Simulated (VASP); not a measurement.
Given:

```
W3Ge
1.0
    0.00000     3.14316     3.14316
    3.14316     0.00000     3.14316
    3.14316     3.14316     0.00000
Ge W
1 3
Direct
  0.00000   0.00000   0.00000
  0.50000   0.50000   0.50000
  0.25000   0.25000   0.25000
  0.75000   0.75000   0.75000
```

Level of theory: r2SCAN meta-GGA, VASP's PBE PAW potentials (set 64) (plane waves; VASP). Numerical set-up: 400 eV cut-off, 10×10×10 Γ-centred mesh, tetrahedra with Blöchl corrections, potentials Ge_d W_sv.

Unless said otherwise, spin-orbit coupling is left out, though it shifts the bands of the heavy elements here.

Q: Predict the energy per atom (σ→0), band gap (over mesh and band path) with the smallest direct gap where there is one.

A: 
| Property | Result |
|---|---|
| band gap (over mesh and band path) | none (metal, semimetal or under 0.01 eV) |
| energy per atom (σ→0) | -41.571 eV/atom |

The absolute energy has meaning only against runs of the same code, potentials and settings.

The structure was generated: GeW3 was put into the D03 type (Fm-3m), which need not be its known phase. It was relaxed first, which changed the volume by -22 %.
